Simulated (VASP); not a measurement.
These are PBE GGA, VASP's PBE PAW potentials (set 64) (plane waves; VASP 6.6.1) values and carry that method's errors.

Input for VASP

**INCAR**
```
ALGO  =  Normal
EDIFF  =  1E-6
ENCUT  =  520
GGA  =  PE
ISIF  =  2
ISMEAR  =  0
LASPH  =  .TRUE.
LCHARG  =  .FALSE.
LMAXMIX  =  4
LREAL  =  .FALSE.
LWAVE  =  .FALSE.
NELM  =  100
PREC  =  Accurate
SIGMA  =  0.05
SYSTEM  =  GaN
```

### POSCAR
```
GaN
1
    0.0000000000     2.3052000000     2.3052000000
    2.3052000000     0.0000000000     2.3052000000
    2.3052000000     2.3052000000     0.0000000000
Ga N
1 1
Direct
  0.0000000000   0.0000000000   0.0000000000
  0.2500000000   0.2500000000   0.2500000000
```

KPOINTS:
```
Automatic mesh
0
Gamma
13 13 13
0 0 0
```

POTCAR, in this order: Ga_d N (PBE.64 set). Program: vasp_std.

The resulting files:

**OSZICAR**
```
       N       E                     dE             d eps       ncg     rms          rms(c)
DAV:   1     0.915698977047E+02    0.91570E+02   -0.96944E+03  2309   0.245E+03
DAV:   2    -0.636467308928E+01   -0.97935E+02   -0.92236E+02  2534   0.364E+02
DAV:   3    -0.139039100113E+02   -0.75392E+01   -0.74898E+01  2504   0.904E+01
DAV:   4    -0.140312920343E+02   -0.12738E+00   -0.12731E+00  2588   0.129E+01
DAV:   5    -0.140334432601E+02   -0.21512E-02   -0.21512E-02  2399   0.149E+00    0.749E+00
DAV:   6    -0.121402559229E+02    0.18932E+01   -0.60579E+00  3346   0.464E+01    0.270E+00
DAV:   7    -0.121434397454E+02   -0.31838E-02   -0.32467E-01  2194   0.835E+00    0.176E+00
DAV:   8    -0.121407552380E+02    0.26845E-02   -0.87472E-02  2520   0.430E+00    0.914E-01
DAV:   9    -0.121344025708E+02    0.63527E-02   -0.21479E-02  3280   0.339E+00    0.244E-01
DAV:  10    -0.121348565959E+02   -0.45403E-03   -0.15391E-03  2230   0.542E-01    0.109E-01
DAV:  11    -0.121347759774E+02    0.80619E-04   -0.27703E-04  3258   0.342E-01    0.713E-03
DAV:  12    -0.121347810718E+02   -0.50945E-05   -0.27276E-05  2354   0.674E-02    0.460E-03
DAV:  13    -0.121347810246E+02    0.47246E-07   -0.10849E-06  1734   0.110E-02
   1 F= -.12134781E+02 E0= -.12134781E+02  d E =-.354791E-17
```

**OUTCAR**
```
------------------------ aborting loop because EDIFF is reached ----------------------------------------
  FORCE on cell =-STRESS in cart. coord.  units (eV):
  Direction    XX          YY          ZZ          XY          YZ          ZX
  --------------------------------------------------------------------------------------
  Total       -0.9510790     -0.9510790     -0.9510790     -0.0000000     -0.0000000     -0.0000000
  in kB      -62.1972709    -62.1972709    -62.1972709     -0.0000000     -0.0000000     -0.0000000
  external PRESSURE =     -62.1972709 kB  Pullay stress =       0.0000000 kB
  volume of cell :       24.50
      direct lattice vectors                 reciprocal lattice vectors
     0.000000000  2.305200000  2.305200000    -0.216900920  0.216900920  0.216900920
     2.305200000  0.000000000  2.305200000     0.216900920 -0.216900920  0.216900920
     2.305200000  2.305200000  0.000000000     0.216900920  0.216900920 -0.216900920
  FREE ENERGIE OF THE ION-ELECTRON SYSTEM (eV)
  ---------------------------------------------------
  free  energy   TOTEN  =       -12.1347810246 eV

  energy  without entropy=      -12.1347810246  energy(sigma->0) =      -12.13478102
```
(Selected blocks of OUTCAR.)

**OUTCAR**
```
 val. band max:        4.5683191475   @ k =   0.0000   0.0000   0.0000

 cond. band min:       5.8547487143   @ k =   0.0000   0.0000   0.0000


 Fermi energy:         4.8422524640

 k-point     1 :       0.0000    0.0000    0.0000
  band No.  band energies     occupation
      1     -10.8084      2.00000
      2      -8.8367      2.00000
      3      -8.8367      2.00000
      4      -8.8367      2.00000
      5      -8.5800      2.00000
      6      -8.5800      2.00000
      7       4.5683      2.00000
      8       4.5683      2.00000
      9       4.5683      2.00000
     10       5.8547      0.00000
     11      14.4460      0.00000
     12      14.4460      0.00000
     13      14.4460      0.00000

 k-point     2 :       0.0769    0.0000    0.0000
  band No.  band energies     occupation
      1     -10.7520      2.00000
      2      -8.8300      2.00000
      3      -8.8300      2.00000
      4      -8.8113      2.00000
      5      -8.5807      2.00000
      6      -8.5807      2.00000
      7       3.7974      2.00000
      8       4.5094      2.00000
      9       4.5094      2.00000
     10       6.4980      0.00000
     11      14.1301      0.00000
     12      14.5395      0.00000
     13      14.5395      0.00000

 k-point     3 :       0.1538    0.0000    0.0000
  band No.  band energies     occupation
      1     -10.6023      2.00000
      2      -8.8126      2.00000
      3      -8.8126      2.00000
      4      -8.7182      2.00000
      5      -8.5811      2.00000
      6      -8.5811      2.00000
      7       2.5283      2.00000
      8       4.3525      2.00000
      9       4.3525      2.00000
     10       7.3792      0.00000
     11      13.5136      0.00000
     12      14.7453      0.00000
     13      14.7454      0.00000

 k-point     4 :       0.2308    0.0000    0.0000
  band No.  band energies     occupation
      1     -10.4157      2.00000
      2      -8.7918      2.00000
      3      -8.7918      2.00000
...
```

The compound is GaN in the zinc blende structure, a metastable form; wurtzite is the usual one. The cell was not relaxed at this level. The run is one of a series of settings (KPOINTS 13×13×13 Γ-centred mesh against the base run), some of them coarse on purpose.
